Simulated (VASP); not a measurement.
Calculation: MS2 meta-GGA, VASP's PBE PAW potentials (set 64) (plane waves; VASP).

A VASP calculation is set up with these files.

POSCAR:
```
Nb
1
   -1.6500000000     1.6500000000     1.6500000000
    1.6500000000    -1.6500000000     1.6500000000
    1.6500000000     1.6500000000    -1.6500000000
Nb
1
Direct
  0.0000000000   0.0000000000   0.0000000000
```

### KPOINTS
```
Automatic
0
G
 14 14 14
```

INCAR:
```
IBRION  =  2   # conjugate gradients
PREC  =  Accurate
ISMEAR  =  1   # Methfessel-Paxton
LWAVE  =  .FALSE.
NSW  =  60   # most ionic steps
LMIXTAU  =  .TRUE.
ALGO  =  Normal
EDIFFG  =  -0.01   # ionic stop
LASPH  =  .TRUE.   # aspherical one-centre terms
ENCUT  =  520
METAGGA  =  MS2
ISIF  =  3
EDIFF  =  1E-6   # SCF stop (eV)
LMAXMIX  =  4   # l cut-off of mixed one-centre charges
NELM  =  100   # most electronic steps
SYSTEM  =  Nb
SIGMA  =  0.1   # width (eV)
LREAL  =  .FALSE.   # projection in real space or not
LCHARG  =  .FALSE.
```

POTCAR, in this order: Nb_sv (PBE.64 set). Program: vasp_std.

Output of the run:

File OSZICAR:
```
       N       E                     dE             d eps       ncg     rms          rms(c)
DAV:   1     0.965663454093E+02    0.96566E+02   -0.71335E+03  2088   0.124E+03
DAV:   2    -0.254101682622E+02   -0.12198E+03   -0.11911E+03  2288   0.442E+02
DAV:   3    -0.349311486255E+02   -0.95210E+01   -0.89970E+01  4024   0.860E+01
DAV:   4    -0.352699824060E+02   -0.33883E+00   -0.32851E+00  2704   0.131E+01
DAV:   5    -0.352871762591E+02   -0.17194E-01   -0.17116E-01  3438   0.275E+00    0.358E+01
DAV:   6    -0.859548841646E+01    0.26692E+02   -0.16554E+02  2394   0.817E+01    0.137E+01
DAV:   7    -0.125231635286E+02   -0.39277E+01   -0.97573E+00  2708   0.393E+01    0.112E+01
DAV:   8    -0.657054545782E+01    0.59526E+01   -0.10461E+01  3428   0.374E+01    0.356E+00
DAV:   9    -0.907883050625E+01   -0.25083E+01   -0.35890E+00  3832   0.198E+01    0.522E+00
DAV:  10    -0.981635497411E+01   -0.73752E+00   -0.10430E+01  2674   0.250E+01    0.241E+00
DAV:  11    -0.971582311531E+01    0.10053E+00   -0.83314E-01  2736   0.105E+01    0.592E-01
DAV:  12    -0.979583162776E+01   -0.80009E-01   -0.75345E-02  2320   0.344E+00    0.726E-01
DAV:  13    -0.985698741190E+01   -0.61156E-01   -0.62530E-02  2566   0.245E+00    0.116E+00
DAV:  14    -0.984815582318E+01    0.88316E-02   -0.51389E-02  3326   0.211E+00    0.316E-01
DAV:  15    -0.984969421478E+01   -0.15384E-02   -0.47134E-03  2672   0.727E-01    0.194E-01
DAV:  16    -0.984952475532E+01    0.16946E-03   -0.50722E-04  3452   0.216E-01    0.159E-01
DAV:  17    -0.984949169237E+01    0.33063E-04   -0.22222E-04  3004   0.215E-01    0.574E-02
DAV:  18    -0.984946990582E+01    0.21787E-04   -0.25296E-05  2452   0.699E-02    0.302E-02
DAV:  19    -0.984946578804E+01    0.41178E-05   -0.65321E-05  2476   0.980E-02    0.213E-02
DAV:  20    -0.984945739004E+01    0.83980E-05   -0.99149E-06  2868   0.424E-02    0.713E-03
DAV:  21    -0.984945316343E+01    0.42266E-05   -0.27243E-06  2112   0.166E-02    0.445E-03
DAV:  22    -0.984946221508E+01   -0.90516E-05   -0.84671E-07  1396   0.153E-02    0.145E-03
DAV:  23    -0.984945707439E+01    0.51407E-05   -0.12649E-07  1116   0.502E-03    0.895E-04
DAV:  24    -0.984945911172E+01   -0.20373E-05   -0.45836E-08  1116   0.361E-03    0.607E-04
DAV:  25    -0.984945921462E+01   -0.10289E-06   -0.20457E-08  1094   0.250E-03
   1 F= -.98494592E+01 E0= -.98493908E+01  d E =-.984946E+01
       N       E                     dE             d eps       ncg     rms          rms(c)
DAV:   1    -0.993806421619E+01   -0.88605E-01   -0.29984E+00  2800   0.269E+01    0.244E+00
DAV:   2    -0.985045846502E+01    0.87606E-01   -0.21595E-01  2948   0.576E+00    0.734E-01
DAV:   3    -0.984182106090E+01    0.86374E-02   -0.12087E-01  3088   0.335E+00    0.452E-01
DAV:   4    -0.984578172082E+01   -0.39607E-02   -0.34287E-03  2584   0.738E-01    0.249E-01
DAV:   5    -0.983261894049E+01    0.13163E-01   -0.70750E-03  2236   0.143E+00    0.370E-01
DAV:   6    -0.984451001785E+01   -0.11891E-01   -0.23660E-03  2146   0.687E-01    0.189E-01
DAV:   7    -0.984761201626E+01   -0.31020E-02   -0.14608E-03  2942   0.480E-01    0.467E-02
DAV:   8    -0.984762770037E+01   -0.15684E-04   -0.24786E-04  2880   0.141E-01    0.332E-02
DAV:   9    -0.984759953971E+01    0.28161E-04   -0.39810E-05  3052   0.816E-02    0.119E-02
DAV:  10    -0.984760399919E+01   -0.44595E-05   -0.98121E-06  3118   0.296E-02    0.352E-03
DAV:  11    -0.984760058872E+01    0.34105E-05   -0.64085E-07  1208   0.123E-02    0.212E-03
DAV:  12    -0.984760192577E+01   -0.13370E-05   -0.16568E-07  1084   0.658E-03    0.149E-03
DAV:  13    -0.984760062267E+01    0.13031E-05   -0.12341E-07  1088   0.689E-03    0.545E-04
DAV:  14    -0.984760065884E+01   -0.36168E-07   -0.27560E-08  1088   0.230E-03
   2 F= -.98476007E+01 E0= -.98476005E+01  d E =0.185856E-02
       N       E                     dE             d eps       ncg     rms          rms(c)
DAV:   1    -0.988922412747E+01   -0.41624E-01   -0.12714E+00  2876   0.172E+01    0.163E+00
DAV:   2    -0.984551580596E+01    0.43708E-01   -0.91111E-02  3086   0.401E+00    0.515E-01
DAV:   3    -0.984755994059E+01   -0.20441E-02   -0.85683E-02  2720   0.195E+00    0.349E-01
DAV:   4    -0.984905988829E+01   -0.14999E-02   -0.25925E-03  2554   0.628E-01    0.284E-01
DAV:   5    -0.984496475161E+01    0.40951E-02   -0.32581E-03  2344   0.100E+00    0.200E-01
DAV:   6    -0.985016342387E+01   -0.51987E-02   -0.23902E-03  2202   0.742E-01    0.108E-01
DAV:   7    -0.985027699991E+01   -0.11358E-03   -0.59919E-04  3544   0.206E-01    0.394E-02
DAV:   8    -0.985025228772E+01    0.24712E-04   -0.59935E-05  3444   0.685E-02    0.495E-02
DAV:   9    -0.985027775856E+01   -0.25471E-04   -0.25687E-05  2184   0.589E-02    0.216E-02
DAV:  10    -0.985027206139E+01    0.56972E-05   -0.31424E-06  2666   0.312E-02    0.123E-02
DAV:  11    -0.985027705608E+01   -0.49947E-05   -0.14389E-06  1558   0.185E-02    0.397E-03
DAV:  12    -0.985027554603E+01    0.15100E-05   -0.66889E-07  1252   0.103E-02    0.404E-04
DAV:  13    -0.985027619524E+01   -0.64921E-06   -0.17458E-07  1076   0.651E-03
   3 F= -.98502762E+01 E0= -.98502348E+01  d E =-.816981E-03
```

### OUTCAR
```
------------------------ aborting loop because EDIFF is reached ----------------------------------------
  FORCE on cell =-STRESS in cart. coord.  units (eV):
  Direction    XX          YY          ZZ          XY          YZ          ZX
  --------------------------------------------------------------------------------------
  Total       -0.0020107     -0.0020107     -0.0020107     -0.0000000     -0.0000000      0.0000000
  in kB       -0.1809340     -0.1809340     -0.1809340     -0.0000000     -0.0000000      0.0000000
  external PRESSURE =      -0.1809340 kB  Pullay stress =       0.0000000 kB
  volume of cell :       17.81
      direct lattice vectors                 reciprocal lattice vectors
    -1.644982805  1.644982805  1.644982805     0.000000000  0.303954545  0.303954545
     1.644982805 -1.644982805  1.644982805     0.303954545  0.000000000  0.303954545
     1.644982805  1.644982805 -1.644982805     0.303954545  0.303954545  0.000000000
 POSITION                                       TOTAL-FORCE (eV/Angst)
 -----------------------------------------------------------------------------------
     -0.00000      0.00000      0.00000         0.000000      0.000000     -0.000000
 -----------------------------------------------------------------------------------
    total drift:                               -0.000000      0.000000      0.000000
  FREE ENERGIE OF THE ION-ELECTRON SYSTEM (eV)
  ---------------------------------------------------
  free  energy   TOTEN  =        -9.8502761952 eV

  energy  without entropy=       -9.8501519796  energy(sigma->0) =       -9.85023479

 reached required accuracy - stopping structural energy minimisation
```
(Selected blocks of OUTCAR.)

**CONTCAR**
```
Nb
   1.00000000000000
    -1.6449828047349264    1.6449828047349264    1.6449828047349264
     1.6449828047349264   -1.6449828047349264    1.6449828047349264
     1.6449828047349264    1.6449828047349264   -1.6449828047349264
  Nb
     1
Direct
     0.0000000000000000    0.0000000000000000    0.0000000000000000
```

The compound is Nb in the bcc structure. This run relaxes it. Symmetry was kept, so distortions that lower it aren't found.
